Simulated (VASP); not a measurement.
Consider the following.

```
CELL_PARAMETERS angstrom
      0.00000     2.48786     2.48786
      2.48786     0.00000     2.48786
      2.48786     2.48786     0.00000
ATOMIC_POSITIONS crystal
  Y  0.00000 0.00000 0.00000
  N  0.50000 0.50000 0.50000
```

Level of theory: optB86b-vdW, VASP's PBE PAW potentials (set 64) (plane waves; VASP 6.6.1). Numerical set-up: 520 eV cut-off, 9×9×9 Γ-centred mesh, Gaussian smearing of 0.050 eV, potentials Y_sv N.

**Question.** Estimate the energy per atom (σ→0), pressure.

**Answer.** 
```json
{
  "energy per atom (σ→0)": "-7.406 eV/atom",
  "pressure": "-86.9 kbar"
}
```

The absolute energy has meaning only against runs of the same code, potentials and settings.

The compound is YN in the rock salt structure. This cell is one point of a volume scan, at 1.06 of the reference volume.
